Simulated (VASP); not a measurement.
A VASP calculation is set up with these files.

File POSCAR:
```
V
1
    0.0000000000     2.4892560000     0.0000000000
    2.4892560000     0.0000000000     0.0000000000
    0.0000000000     0.0000000000     2.4892560000
V
1
Direct
  0.0000000000   0.0000000000   0.0000000000
```

INCAR:
```
SYSTEM = V
PREC = Accurate
ENCUT = 400
EDIFF = 1E-6
NELM = 100
ALGO = Normal
LREAL = .FALSE.
LASPH = .TRUE.
ISMEAR = 1
SIGMA = 0.1
GGA = PE
LMAXMIX = 4
ISPIN = 2
MAGMOM = 2.0
LORBIT = 10
LWAVE = .FALSE.
LCHARG = .FALSE.
ISIF = 2
```

File KPOINTS:
```
Automatic mesh
0
Gamma
11 11 11
0 0 0
```

POTCAR, in this order: V_sv (PBE.64 set). Program: vasp_std.

**Question.** What happens when VASP runs on this input?

**Answer.** There is a fault: the lattice vectors form a left-handed set. VASP stops with an error: ERROR: the triple product of the basis vectors is negative exchange two basis vectors ----> I REFUSE TO CONTINUE WITH THIS SICK JOB ... BYE!!! <----

### standard output
```
 -----------------------------------------------------------------------------
|                                                                             |
|     EEEEEEE  RRRRRR   RRRRRR   OOOOOOO  RRRRRR      ###     ###     ###     |
|     E        R     R  R     R  O     O  R     R     ###     ###     ###     |
|     E        R     R  R     R  O     O  R     R     ###     ###     ###     |
|     EEEEE    RRRRRR   RRRRRR   O     O  RRRRRR       #       #       #      |
|     E        R   R    R   R    O     O  R   R                               |
|     E        R    R   R    R   O     O  R    R      ###     ###     ###     |
|     EEEEEEE  R     R  R     R  OOOOOOO  R     R     ###     ###     ###     |
|                                                                             |
|     ERROR: the triple product of the basis vectors is negative exchange     |
|     two basis vectors                                                       |
|                                                                             |
|       ---->  I REFUSE TO CONTINUE WITH THIS SICK JOB ... BYE!!! <----       |
|                                                                             |
 -----------------------------------------------------------------------------
```

To mend it, correct POSCAR.
File POSCAR:
```
V
1
    2.4892560000     0.0000000000     0.0000000000
    0.0000000000     2.4892560000     0.0000000000
    0.0000000000     0.0000000000     2.4892560000
V
1
Direct
  0.0000000000   0.0000000000   0.0000000000
```
The mended run (PBE GGA, plane waves, VASP's PBE PAW potentials (set 64)) converges, and its OSZICAR ends with
```
   1 F= -.81420271E+01 E0= -.81425966E+01  d E =0.170835E-02  mag=    -0.0000
```

The structure was generated: V was put into the simple-cubic type (Pm-3m), which need not be its known phase. The cell was not relaxed at this level.
